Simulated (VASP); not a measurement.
All values below come from LDA (Ceperley-Alder, Perdew-Zunger), VASP's LDA PAW potentials (set 64) (plane waves; VASP 6.6.1).

VASP input:

### INCAR
```
SYSTEM=Hf
PREC=Accurate; ENCUT=300; LREAL=Auto
LASPH=.TRUE.
EDIFF=1E-6; NELM=100; ALGO=Normal
LMAXMIX=6
ISMEAR=0; SIGMA=0.1
ISIF=2
LWAVE=.FALSE.; LCHARG=.FALSE.
```

File KPOINTS:
```
kpoints
0
Gamma
 5 3 1
```

### POSCAR
```
Hf
1
    5.3771810000     0.0000000000     0.0000000000
    0.0000000000     9.9888050000     0.0000000000
    0.0000000000     0.0000000000    34.3644040000
Hf
20
Direct
  0.9166670000   0.0000000000   0.4073980000
  0.9166670000   0.5000000000   0.4073980000
  0.2500000000   0.7500000000   0.4073980000
  0.5833330000   0.2500000000   0.4073980000
  0.4166670000   0.0000000000   0.4536990000
  0.4166670000   0.5000000000   0.4536990000
  0.7500000000   0.7500000000   0.4536990000
  0.0833330000   0.2500000000   0.4536990000
  0.9166670000   0.0000000000   0.5000000000
  0.9166670000   0.5000000000   0.5000000000
  0.2500000000   0.7500000000   0.5000000000
  0.5833330000   0.2500000000   0.5000000000
  0.4166670000   0.0000000000   0.5463010000
  0.4166670000   0.5000000000   0.5463010000
  0.7500000000   0.7500000000   0.5463010000
  0.0833330000   0.2500000000   0.5463010000
  0.9166670000   0.0000000000   0.5926020000
  0.9166670000   0.5000000000   0.5926020000
  0.2500000000   0.7500000000   0.5926020000
  0.5833330000   0.2500000000   0.5926020000
```

POTCAR, in this order: Hf_pv (LDA.64 set). Program: vasp_std.

The resulting files:

### OSZICAR
```
       N       E                     dE             d eps       ncg     rms          rms(c)
DAV:   1     0.742852006238E+03    0.74285E+03   -0.86568E+04  2032   0.857E+02
DAV:   2    -0.136849746932E+03   -0.87970E+03   -0.85366E+03  1728   0.243E+02
DAV:   3    -0.211028123399E+03   -0.74178E+02   -0.71366E+02  1624   0.576E+01
DAV:   4    -0.218176485424E+03   -0.71484E+01   -0.67749E+01  2104   0.134E+01
DAV:   5    -0.218444197287E+03   -0.26771E+00   -0.25998E+00  1920   0.250E+00    0.212E+02
DAV:   6    -0.212371576677E+03    0.60726E+01   -0.18637E+02  1912   0.248E+01    0.786E+01
DAV:   7    -0.240367910294E+03   -0.27996E+02   -0.48301E+02  1872   0.302E+01    0.115E+02
DAV:   8    -0.201131411450E+03    0.39236E+02   -0.14484E+02  1936   0.181E+01    0.536E+01
DAV:   9    -0.199043307459E+03    0.20881E+01   -0.17277E+01  2016   0.764E+00    0.330E+01
DAV:  10    -0.198665275851E+03    0.37803E+00   -0.14728E+00  2080   0.280E+00    0.232E+01
DAV:  11    -0.198377520307E+03    0.28776E+00   -0.38009E-01  1968   0.140E+00    0.149E+01
DAV:  12    -0.198163145548E+03    0.21437E+00   -0.68033E-01  2000   0.192E+00    0.422E+00
DAV:  13    -0.198147307124E+03    0.15838E-01   -0.16135E-01  1968   0.967E-01    0.197E+00
DAV:  14    -0.198146091080E+03    0.12160E-02   -0.35328E-02  1984   0.452E-01    0.971E-01
DAV:  15    -0.198147752686E+03   -0.16616E-02   -0.68508E-03  2008   0.200E-01    0.684E-01
DAV:  16    -0.198149129119E+03   -0.13764E-02   -0.30750E-03  1936   0.107E-01    0.280E-01
DAV:  17    -0.198151176057E+03   -0.20469E-02   -0.72597E-04  1808   0.667E-02    0.122E-01
DAV:  18    -0.198152494896E+03   -0.13188E-02   -0.22860E-04  1840   0.340E-02    0.887E-02
DAV:  19    -0.198153628320E+03   -0.11334E-02   -0.89966E-05  1640   0.166E-02    0.723E-02
DAV:  20    -0.198154793898E+03   -0.11656E-02   -0.12949E-04  1496   0.152E-02    0.216E-02
DAV:  21    -0.198155599925E+03   -0.80603E-03   -0.80915E-05  1520   0.127E-02    0.176E-02
DAV:  22    -0.198156094040E+03   -0.49411E-03   -0.49570E-05  1344   0.987E-03    0.182E-02
DAV:  23    -0.198156279780E+03   -0.18574E-03   -0.14819E-05  1392   0.449E-03    0.125E-02
DAV:  24    -0.198156406426E+03   -0.12665E-03   -0.93971E-06  1248   0.356E-03    0.947E-03
DAV:  25    -0.198156458124E+03   -0.51698E-04   -0.17848E-06  1192   0.235E-03    0.280E-03
DAV:  26    -0.198156511113E+03   -0.52988E-04   -0.17160E-06  1080   0.172E-03    0.380E-03
DAV:  27    -0.198156544819E+03   -0.33707E-04   -0.89286E-07  1096   0.105E-03    0.269E-03
DAV:  28    -0.198156567433E+03   -0.22614E-04   -0.11715E-06  1048   0.102E-03    0.226E-03
DAV:  29    -0.198156574422E+03   -0.69887E-05   -0.31209E-07  1040   0.784E-04    0.622E-04
DAV:  30    -0.198156576509E+03   -0.20875E-05   -0.55138E-08   928   0.410E-04    0.523E-04
DAV:  31    -0.198156579025E+03   -0.25155E-05   -0.31128E-08   888   0.280E-04    0.368E-04
DAV:  32    -0.198156583150E+03   -0.41256E-05   -0.79617E-08   960   0.332E-04    0.281E-04
DAV:  33    -0.198156583609E+03   -0.45902E-06   -0.16522E-08   864   0.186E-04
   1 F= -.19815658E+03 E0= -.19810129E+03  d E =-.110582E+00
```

### OUTCAR
```
------------------------ aborting loop because EDIFF is reached ----------------------------------------
  FORCE on cell =-STRESS in cart. coord.  units (eV):
  Direction    XX          YY          ZZ          XY          YZ          ZX
  --------------------------------------------------------------------------------------
  Total      -27.5724829    -22.0123563    -25.7060509      0.0000000      0.0000000      0.0000000
  in kB      -23.9336784    -19.1073347    -22.3135638      0.0000000      0.0000000      0.0000000
  external PRESSURE =     -21.7848590 kB  Pullay stress =       0.0000000 kB
  volume of cell :     1845.77
      direct lattice vectors                 reciprocal lattice vectors
     5.377181000  0.000000000  0.000000000     0.185971051  0.000000000  0.000000000
     0.000000000  9.988805000  0.000000000     0.000000000  0.100112075  0.000000000
     0.000000000  0.000000000 34.364404000     0.000000000  0.000000000  0.029099879
 POSITION                                       TOTAL-FORCE (eV/Angst)
 -----------------------------------------------------------------------------------
      4.92908      0.00000     13.99999        -0.000000     -0.000000      1.156340
      4.92908      4.99440     13.99999        -0.000000      0.000000      1.156340
      1.34430      7.49160     13.99999         0.780028      0.000000      1.070357
      3.13669      2.49720     13.99999        -0.780028      0.000000      1.070357
      2.24049      0.00000     15.59110        -0.000000     -0.000000     -0.352820
      2.24049      4.99440     15.59110        -0.000000      0.000000     -0.352820
      4.03289      7.49160     15.59110        -0.285818      0.000000     -0.224971
      0.44810      2.49720     15.59110         0.285818      0.000000     -0.224971
      4.92908      0.00000     17.18220        -0.000000      0.000000      0.000000
      4.92908      4.99440     17.18220        -0.000000      0.000000      0.000000
      1.34430      7.49160     17.18220         0.311945      0.000000      0.000000
      3.13669      2.49720     17.18220        -0.311945      0.000000      0.000000
      2.24049      0.00000     18.77331        -0.000000     -0.000000      0.352820
      2.24049      4.99440     18.77331        -0.000000      0.000000      0.352820
      4.03289      7.49160     18.77331        -0.285818      0.000000      0.224971
      0.44810      2.49720     18.77331         0.285818      0.000000      0.224971
      4.92908      0.00000     20.36441        -0.000000     -0.000000     -1.156340
      4.92908      4.99440     20.36441        -0.000000      0.000000     -1.156340
      1.34430      7.49160     20.36441         0.780028      0.000000     -1.070357
      3.13669      2.49720     20.36441        -0.780028      0.000000     -1.070357
 -----------------------------------------------------------------------------------
    total drift:                                0.007974      0.000000      0.000000
  FREE ENERGIE OF THE ION-ELECTRON SYSTEM (eV)
  ---------------------------------------------------
  free  energy   TOTEN  =      -198.1565836093 eV

  energy  without entropy=     -198.0460012027  energy(sigma->0) =     -198.10129241
```
(Selected blocks of OUTCAR.)

At this cut-off the stress carries a Pulay error, which pulls relaxed volumes low. The cell holds a wide vacuum, so values per volume refer to the whole cell.

The cell is a sheet with vacuum, built from a generated structure.
